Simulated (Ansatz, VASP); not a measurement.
# Ta: VASP beside Ansatz

Wanted: the spread between two codes on one cell, functional and k mesh.

Method: plane waves, with VASP 6.6.1 beside it; relaxation of cell and atoms at PBE, in Ansatz 0.2.0.

### 1. The starting structure

Symmetry: Im-3m, No. 229, cubic system. Conventional cell: a = 3.303 Å, b = 3.303 Å, c = 3.303 Å, α = 90.00°, β = 90.00°, γ = 90.00°. Nearest to Ta lie 8 Ta at 2.86 Å.

### 2. VASP: relaxation of cell and atoms, PBE

The relaxed volume is the usual yardstick between codes: its relative difference is about their pressure difference at one cell divided by the bulk modulus.

Lines of VASP's logs that name or quote its potential files are left out, and so is its time.

Input file INCAR:

```
SYSTEM = Ta
PREC = Accurate
ENCUT = 520
EDIFF = 1E-06
NELM = 100
ISMEAR = -1
SIGMA = 0.05
LREAL = .FALSE.
ALGO = Normal
GGA = PE
NBANDS = 11
LORBIT = 11
LWAVE = .FALSE.
LCHARG = .FALSE.
KPAR = 2
IBRION = 2
NSW = 60
ISIF = 3
EDIFFG = -0.01
```

Input file POSCAR:

```
Ta
1.0
   -1.6512800000      1.6512800000      1.6512800000
    1.6512800000     -1.6512800000      1.6512800000
    1.6512800000      1.6512800000     -1.6512800000
Ta
1
Direct
    0.0000000000      0.0000000000      0.0000000000
```

Input file KPOINTS:

```
Automatic mesh
0
Gamma
8 8 8
0 0 0
```

PAW data sets: Ta_pv (PBE family, release 64).

Launch:

```sh
$ mpirun -np 2 vasp_std
```

Numbers of over 12 decimals in the logs are rounded to 6 here.

The log of the run:

```text
[banner, memory and clock lines left out]
running    2 mpi-ranks, on    1 nodes
 distrk:  each k-point on    1 cores,    2 groups
 distr:  one band on    1 cores,    1 groups

 POSCAR found type information on POSCAR Ta
 POSCAR found :  1 types and       1 ions
 LDA part: xc-table for (Slater+PW92), standard interpolation
 POSCAR, INCAR and KPOINTS ok, starting setup
 FFT: planning ... GRIDC
 FFT: planning ... GRID_SOFT
 FFT: planning ... GRID
 WAVECAR not read
 entering main loop
       N       E                     dE             d eps       ncg     rms          rms(c)
DAV:   1     0.570548612159E+02    0.57055E+02   -0.63664E+03   638   0.949E+02
DAV:   2    -0.111676811912E+02   -0.68223E+02   -0.66967E+02   698   0.249E+02
DAV:   3    -0.122735392287E+02   -0.11059E+01   -0.10585E+01   759   0.289E+01
DAV:   4    -0.122781931462E+02   -0.46539E-02   -0.46535E-02   719   0.189E+00
DAV:   5    -0.122782117536E+02   -0.18607E-04   -0.18607E-04   774   0.116E-01    0.136E+01
DAV:   6    -0.119399261480E+02    0.33829E+00   -0.30532E-01   710   0.616E+00    0.664E+00
DAV:   7    -0.118376437863E+02    0.10228E+00   -0.25826E-01   701   0.536E+00    0.399E-01
DAV:   8    -0.118371109462E+02    0.53284E-03   -0.90295E-03   824   0.704E-01    0.469E-02
DAV:   9    -0.118371150859E+02   -0.41397E-05   -0.51441E-05   700   0.636E-02    0.248E-02
DAV:  10    -0.118371100822E+02    0.50037E-05   -0.32442E-06   738   0.220E-02    0.542E-03
DAV:  11    -0.118371099267E+02    0.15557E-06   -0.50969E-07   376   0.797E-03
   1 F= -.11837110E+02 E0= -.11833399E+02  d E =-.118371E+02
 curvature:   0.00 expect dE= 0.000E+00 dE for cont linesearch  0.000E+00
 trial: gam= 0.00000 g(F)=  0.139E-63 g(S)=  0.257E-02 ort = 0.000E+00 (trialstep = 0.100E+01)
 search vector abs. value=  0.257E-02
 bond charge predicted
       N       E                     dE             d eps       ncg     rms          rms(c)
DAV:   1    -0.118590482686E+02   -0.21938E-01   -0.71279E-01   662   0.106E+01    0.137E+00
DAV:   2    -0.118396532815E+02    0.19395E-01   -0.23584E-02   668   0.168E+00    0.454E-01
DAV:   3    -0.118353885140E+02    0.42648E-02   -0.11905E-02   695   0.117E+00    0.180E-01
DAV:   4    -0.118354525505E+02   -0.64036E-04   -0.13536E-04   796   0.127E-01    0.182E-02
DAV:   5    -0.118354526017E+02   -0.51218E-07   -0.76774E-06   728   0.283E-02
   2 F= -.11835453E+02 E0= -.11831292E+02  d E =0.165732E-02
 trial-energy change:    0.001657  1 .order    0.001622   -0.002572    0.005816
 step:   0.3013(harm=  0.3066)  dis= 0.00000  next Energy=   -11.837496 (dE=-0.387E-03)
 bond charge predicted
       N       E                     dE             d eps       ncg     rms          rms(c)
DAV:   1    -0.118489580216E+02   -0.13505E-01   -0.34217E-01   662   0.724E+00    0.964E-01
DAV:   2    -0.118395463567E+02    0.94117E-02   -0.11151E-02   668   0.117E+00    0.319E-01
DAV:   3    -0.118374519391E+02    0.20944E-02   -0.57953E-03   692   0.823E-01    0.130E-01
DAV:   4    -0.118374960703E+02   -0.44131E-04   -0.66451E-05   793   0.894E-02    0.129E-02
DAV:   5    -0.118374974876E+02   -0.14172E-05   -0.43990E-06   719   0.217E-02    0.617E-03
DAV:   6    -0.118374972854E+02    0.20214E-06   -0.15408E-07   367   0.478E-03
   3 F= -.11837497E+02 E0= -.11833660E+02  d E =-.387359E-03
 curvature:  -0.15 expect dE=-0.382E-08 dE for cont linesearch -0.382E-08
 trial: gam=-0.00310 g(F)=  0.235E-63 g(S)=  0.249E-07 ort = 0.801E-05 (trialstep = 0.860E+00)
 search vector abs. value=  0.100E-09
 reached required accuracy - stopping structural energy minimisation
```

From OUTCAR (step 2):

```text
ion  position               nearest neighbor table
   1  0.000  0.000  0.000-

  LATTYP: Found a body centered cubic cell.
 ALAT       =     3.3025600000

 Subroutine GETGRP returns: Found 48 space group operations
 (whereof 48 operations were pure point group operations)

The static configuration has the point symmetry O_h .

 Found     29 irreducible k-points:

   k-points           NKPTS =     29   k-points in BZ     NKDIM =     29   number of bands    NBANDS=     11

   dimension x,y,z NGX =    24 NGY =   24 NGZ =   24
   dimension x,y,z NGXF=    48 NGYF=   48 NGZF=   48

   ENCUT  =  520.0 eV  38.22 Ry    6.18 a.u.   5.32  5.32  5.32*2*pi/ulx,y,z

   NELECT =      11.0000    total number of electrons

 k-points in reciprocal lattice and weights: Automatic mesh
   0.00000000  0.00000000  0.00000000       0.002
   0.12500000  0.00000000  0.00000000       0.023
   0.25000000  0.00000000  0.00000000       0.023
   0.37500000  0.00000000  0.00000000       0.023
   0.50000000  0.00000000  0.00000000       0.012
   0.12500000  0.12500000  0.00000000       0.047
   0.25000000  0.12500000 -0.00000000       0.094
   0.37500000  0.12500000  0.00000000       0.094
   0.25000000  0.25000000  0.00000000       0.047
[...]
0.50000000  0.50000000  0.37500000       0.023
   0.50000000  0.50000000  0.50000000       0.002

 average (electrostatic) potential at core
       1 -36.4700

 E-fermi :   5.4666

 k-point     1 :       0.0000    0.0000    0.0000
  band No.  band energies     occupation
      1     -27.6239      2.00000
      2     -27.6239      2.00000
      3     -27.6239      2.00000
      4      -2.4552      2.00000
      5       6.1920      0.00000
      6       6.1920      0.00000
      7       6.1920      0.00000
      8       9.4387      0.00000
      9       9.4387      0.00000
    ...

 k-point     2 :       0.1250    0.0000    0.0000
  band No.  band energies     occupation
      1     -27.8058      2.00000
      2     -27.6802      2.00000
      3     -27.6249      2.00000
      4      -1.7831      2.00000
      5       5.7731      0.00434
      6       6.0118      0.00004
      7       6.8652      0.00000
      8       8.9086      0.00000
      9       9.4516      0.00000
    ...

 k-point     3 :       0.2500    0.0000    0.0000
  band No.  band energies     occupation
    ...
      2     -27.8138      2.00000
      3     -27.6273      2.00000
      4      -0.1716      2.00000
      5       4.9123      1.99997
      6       5.3658      1.76478
      7       8.7739      0.00000
      8       8.8583      0.00000
      9       9.6235      0.00000
     10      20.1559      0.00000
     11      20.5807      0.00000

  Total        0.0004151      0.0004151      0.0004151      0.0000000      0.0000000      0.0000000
  in kB        0.0367143      0.0367143      0.0367143      0.0000000      0.0000000      0.0000000
  external PRESSURE =       0.0367143 kB  Pullay stress =       0.0000000 kB

  energy-cutoff  :      520.00
  volume of cell :       18.12
      direct lattice vectors                 reciprocal lattice vectors
    -1.654479836  1.654479836  1.654479836     0.000000000  0.302209788  0.302209788
     1.654479836 -1.654479836  1.654479836     0.302209788  0.000000000  0.302209788
     1.654479836  1.654479836 -1.654479836     0.302209788  0.302209788  0.000000000

 POSITION                                       TOTAL-FORCE (eV/Angst)
 -----------------------------------------------------------------------------------
     -0.00000      0.00000      0.00000        -0.000000      0.000000     -0.000000
 -----------------------------------------------------------------------------------
    total drift:                               -0.000000      0.000000      0.000000

  FREE ENERGIE OF THE ION-ELECTRON SYSTEM (eV)
  ---------------------------------------------------
  free  energy   TOTEN  =       -11.8374972854 eV

  energy  without entropy=      -11.8298219489  energy(sigma->0) =      -11.83365962

 reached required accuracy - stopping structural energy minimisation

 total charge
# of ion       s       p       d       tot
------------------------------------------
    1        0.369   6.156   2.410   8.935

[... 3 further parts left out ...]
```

This run has no spin polarisation. Its electron count is odd, so without a moment it is a metal by construction. The k-mesh is coarse for a metal. The run keeps the 48 symmetry operations of its start, so it cannot find a distortion of lower symmetry.

### 3. Ansatz: relaxation of cell and atoms, PBE

Ansatz runs on its default PAW (the set named soft_2) files.

The same cell, functional, mesh and smearing now go to Ansatz, which takes its cutoff from its data sets.

Input file input.yaml:

```yaml
crystal:
  lattice:
    - [-1.65128, 1.65128, 1.65128]
    - [1.65128, -1.65128, 1.65128]
    - [1.65128, 1.65128, -1.65128]
  atoms:
    - { symbol: Ta, position: [0.0, 0.0, 0.0] }
hamiltonian:
  xc: pbe
  pseudopotentials: { kind: paw }
kpoints:
  mp_grid: { grid: [8, 8, 8] }
scf:
  occupations: { method: fermi_dirac, width: 0.05 }
relax:
  f_tol: 0.01
  max_steps: 60
  cell: { stress_tol: 0.05 }
output:
  forces: true
  stress: true
```

Launch:

```sh
$ ansatz run input.yaml --threads 4 --pin off --max-ram 9216MiB --backend cpu --events-out ev --progress --plain --runs-dir out
```

The log of the run:

```text
Engine: ansatz 0.2.0, aarch64-unknown-linux-gnu
Pseudopotentials: kind: paw
Pseudopotential: Ta, paw, valence charge 13, recommended cutoff 420 eV (normal), Ta.paw.azcp
Functional definition: PBE
  parameter kappa = 0.804
  parameter beta = 0.066725
  exchange = pbe_x(kappa = kappa, mu = beta*pi^2/3)
  correlation = pbe_c(beta = beta)
Crystal: 1 atoms, lattice volume = 18.010 Å³
Basis set: ecut = 420 eV, 369 PW (Γ), exchange–correlation on 40×40×40 points (8 copies of the dense FFT grid, shifted against one another)
Bands: 11, of which v1, the nominal top of the filled ones, is band 7 counted from 1 (6 counted from 0)
Symmetry: 48 space group operations
Space group: Im-3m (ITA 229), of the structure as read, at distance tolerance 2.6e-5 Å
k-points: 29 of 512
Non-local potential: Ta, projectors of the file, l = 0: 3, l = 1: 2, l = 2: 2, l = 3: 1
PAW form: soft (Blöchl's): semilocal exchange-correlation on the pseudo side does not see the compensation charge
PAW one-centre angular grid: Ta, 590 points (default); XC on 64 Gauss nodes
Initial density: superposition of atomic densities (neutral atoms: chi_scale 0, normalization atom), corrected by the library's trained network
Initial wavefunctions: pseudopotential atomic-orbital guess
Functional: x = pbe(κ = 0.804, μ = 0.219515), c = pbe(β = 0.066725)
SCF iter   1: F=—  HF=-9932.276058 eV  |F-HF|=—  |Δ(HF+E_count)|=         —  Δρ=3.12e-3  dr2=8.91e-4  ethr=1.77e-3  ⟨swp⟩=5.9  Hψ=1846  notcnv=0
preconditioner: auto → none  [insulator: Δε(μ)=0.141 eV  Ē_g=8.326 eV  σ=0.050 eV  W_gap=0.58  n_scr=0 (ndim 8)  ℏωp=19.6 eV  f_vac=0.000  D(μ)=0.83/eV (n_scr^D=12)  ε∞_Penn≈6.5]
SCF iter   2: F=—  HF=-9932.275756 eV  |F-HF|=—  |Δ(HF+E_count)|=   3.01e-4  Δρ=1.20e-3  dr2=8.67e-5  ethr=6.86e-6  ⟨swp⟩=2.2  Hψ=652  notcnv=0
SCF iter   3: F=—  HF=-9932.275795 eV  |F-HF|=—  |Δ(HF+E_count)|=   3.81e-5  Δρ=2.76e-4  dr2=3.44e-6  ethr=6.67e-7  ⟨swp⟩=1.9  Hψ=362  notcnv=0
SCF iter   4: F=—  HF=-9932.275798 eV  |F-HF|=—  |Δ(HF+E_count)|=   3.33e-6  Δρ=4.39e-5  dr2=1.23e-7  ethr=2.65e-8  ⟨swp⟩=2.6  Hψ=511  notcnv=0
iter 5 did not close the SCF: its close was put off for the readings that it lacked (scf_convergence_deferred on its scf_iter line)
SCF iter   5: F=-9932.275798 eV  HF=-9932.275798 eV  |F-HF|=4.37e-9  |Δ(HF+E_count)|=   4.60e-8  Δρ=1.29e-5  dr2=1.03e-8  ethr=9.47e-10  ⟨swp⟩=2.0  Hψ=498  notcnv=0
SCF iter   6: F=-9932.275798 eV  HF=-9932.275798 eV  |F-HF|=3.64e-12  |Δ(HF+E_count)|=   3.51e-9  Δρ=4.12e-7  dr2=1.21e-11  ethr=7.96e-11  ⟨swp⟩=2.3  Hψ=953  notcnv=0
SCF 1 converged in 6 iterations: F = -9932.275798 eV  dr2 = 1.21e-11
  greatest PAW one-centre occupation: 1.000 electrons in one spin orbital (limit 2), on the Ta atom at site 0 (counted from 0), in its partial waves of l = 0
relax step   1: F+E_penalty+E_count = -9932.27579786 eV  Δ(F+E_penalty+E_count) = +0.000e0 eV  max|allowed force component| = 0.000e0 eV/Å  Δτ_max = 0.0000 Å  P = +1.067 GPa  Ω = 18.010 Å³  (6 SCF iters, dr2 threshold 1.00e-7 eV, accepted)
[...]
relax step   2: F+E_penalty+E_count = -9932.27317619 eV  Δ(F+E_penalty+E_count) = +2.622e-3 eV  max|allowed force component| = 0.000e0 eV/Å  Δτ_max = 0.0000 Å  P = -3.075 GPa  Ω = 18.393 Å³  energy of the carried Pulay correction = -1.298e-4 eV  (4 SCF iters, dr2 threshold 1.00e-7 eV, rejected (line search))
[...]
relax step   3: F+E_penalty+E_count = -9932.27607680 eV  Δ(F+E_penalty+E_count) = -2.789e-4 eV  max|allowed force component| = 0.000e0 eV/Å  Δτ_max = 0.0000 Å  P = -0.030 GPa  Ω = 18.107 Å³  energy of the carried Pulay correction = -3.320e-5 eV  (5 SCF iters, accepted)
[...]
relax step   4: F+E_penalty+E_count = -9932.27610935 eV  Δ(F+E_penalty+E_count) = -3.255e-5 eV  max|allowed force component| = 0.000e0 eV/Å  Δτ_max = 0.0000 Å  P = -0.028 GPa  Ω = 18.107 Å³  stress off target by 2.77e-2 GPa  SCF on the basis re-selected at this cell (its energy is not comparable with the rows above)  (4 SCF iters)
basis re-selected at this cell: Δ(F+E_penalty+E_count) = -3.255e-5 eV, ΔP = +0.003 GPa vs the last step (what re-selecting the basis moved, of the pressure what is left beyond the Pulay correction that the steps carried, after the strain that the cell walked since its last selection, with what the two solves' SCF thresholds leave and, on support functions, any second-order correction that the steps lacked; it is no measure of the basis error at this ecutwfc). This SCF's stress stands 2.77e-2 GPa from its target on what of the cell is left free (relax.cell.stress_tol is 5.00e-2 GPa) and its largest allowed force component is 0.00e0 eV/Å (relax.f_tol is 1.00e-2 eV/Å): [rest of the remark cut]
SCF converged after 4 iterations
Free energy (F): -9932.276109 eV
Harris-Foulkes:  -9932.276109 eV  (|F-HF|=0.00e0)
Internal energy: -9932.268431 eV  (E = F + TS)
E sigma→0 (E₀):  -9932.272270 eV
Entropy (-TS):   -0.007679 eV (-7.679 meV/atom)
Fermi energy:    18.557243 eV
--- Per-component energies (eV) ---
  E_band       = -104.533035
  E_kinetic    = 365.961755
  E_local      = -550.999131  (includes V_loc(G=0)·N_el)
  E_nonlocal   = 15.034372
  E_hartree    = 191.290351
  E_xc         = -218.445035
  E_vxc        = -204.040793  (∫ρ·V_xc dr)
  E_paw        = -8396.697054  (= ΣΔE_a)
  E_vpaw       = -113.070067  (= ΣTr[D̂ρ^β])
  E_aug_tail   = 0.000126  (compensation charges beyond the density's cutoff)
  E_ewald      = -1338.413814
  E_smearing   = -0.007679  (= −TS)
  E_closure    = 0.000000  (closes the sum)
  Σ components = -9932.276109   (vs F -9932.276109, Δ=0.00e0)
--- Forces (eV/Å), atoms counted from 1 ---
  atom   1  Ta     0.00000000     0.00000000     0.00000000
  max |Σ_I F_I| component: 3.60e-32 eV/Å
--- Stress (GPa, compression-positive) ---
       -0.027664       0.000000       0.000000
       -0.000000      -0.027664       0.000000
       -0.000000       0.000000      -0.027664
  P = ⅓ Tr σ = -0.0277 GPa (-0.277 kbar)
--- Relaxed structure (3 steps of the walk, 2 accepted, 1 SCFs on fresh bases) ---
  F+E_penalty+E_count = -9932.27610935 eV   max|allowed force component| = 0.000e0 eV/Å   (the final SCF, on the basis selected at the relaxed cell)
  cell:  # Å, volume = 18.1073 Å³
    - [-1.654238, 1.654238, 1.654238]
    - [1.654238, -1.654238, 1.654238]
    - [1.654238, 1.654238, -1.654238]
  atoms:
    - { symbol: Ta, position: [0.0, 0.0, 0.0] }
```

Wall time 0.57 s (4 threads of Arm Neoverse V2, shared host); peak memory 0.42 GiB; 1.5 s of CPU time.

### 4. Side by side

Known differences besides the potentials themselves: both relaxations stop at a tolerance, which leaves soft axes loose, and VASP keeps its plane-wave basis; the data sets hold 13 valence electrons in Ansatz (default PAW (the set named soft_2) files) and 11 in VASP; the cutoff is 420 eV in Ansatz and 520 eV in VASP; VASP leaves aspherical gradient terms in its spheres out (LASPH is not set), Ansatz keeps them; Ansatz adds a Pulay correction to the stress that steers its cell, VASP none. Total energies have different zeros and are not compared.

The two programs side by side:

| quantity | Ansatz | VASP | difference |
| --- | --- | --- | --- |
| volume (Å³) | 18.11 | 18.12 | -0.04 % |
| edge a after relaxation, in the typed setting (Å) | 2.865 | 2.866 | -0.01 % |

The walks stopped with -0.03 GPa left in Ansatz and 0.00 GPa in VASP; each walk ends within a tolerance, so the volume difference is uncertain by about these residues over the bulk modulus, most in soft cells.

### 5. Results

- difference in volume (relaxation of cell and atoms, PBE): -0.044 %

The difference in volume is -0.044 % (relaxation of cell and atoms, PBE), within the 1.2 % picked in this series as the mark of a large difference, as far as the stopping tolerances let one tell. How closely two codes agree says nothing of how well the functional describes the real material.

[Lines on the potential files, build, host, timing and source positions are cut from VASP's logs without a mark.]

[Logs are printed without paths, hosts, clocks, repeated set-up lines and the standing remarks that a program may print on its own settings, such as how far it seeks lower states.]

[Hosts, paths, dates, database ids (printed as entryN), source tags and the programs' standing remarks are cut or masked in the printed files.]
